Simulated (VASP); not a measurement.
A run of VASP 6.6.1 is set up as follows.

Contents of INCAR:

```
PREC = Accurate
ENCUT = 600
EDIFF = 1E-6
ISMEAR = 1
SIGMA = 0.1
LREAL = F
LASPH = T
NELM = 80
ALGO = Normal
ISIF = 3
LWAVE = F
LCHARG = F
GGA = RP
IBRION = 2
NSW = 40
EDIFFG = -0.02
```

File KPOINTS:

```
regular mesh
0
Gamma
  7 7 7
```

Contents of POSCAR:

```
Mg2Al
1.0
    0.0000000000      3.3229200000      3.3229200000
    3.3229200000      0.0000000000      3.3229200000
    3.3229200000      3.3229200000      0.0000000000
Mg Al
2 1
Direct
    0.2500000000      0.2500000000      0.2500000000
    0.7500000000      0.7500000000      0.7500000000
    0.0000000000      0.0000000000      0.0000000000
```

Potentials or basis: VASP PAW PBE potentials, release 64 (Mg, Al).

Launch:

```console
$ cat potpaw_PBE.64/Mg/POTCAR potpaw_PBE.64/Al/POTCAR > POTCAR
$ mpirun -np 1 vasp_std > vasp.out
```

(1) Estimate the relaxed cell.

(2) Estimate the band gap on the k mesh.

## Answers

(1) a = 4.737 Å, b = 4.737 Å, c = 4.737 Å, α = 60.00°, β = 60.00°, γ = 60.00°.

(2) none (metal or under the smearing width).
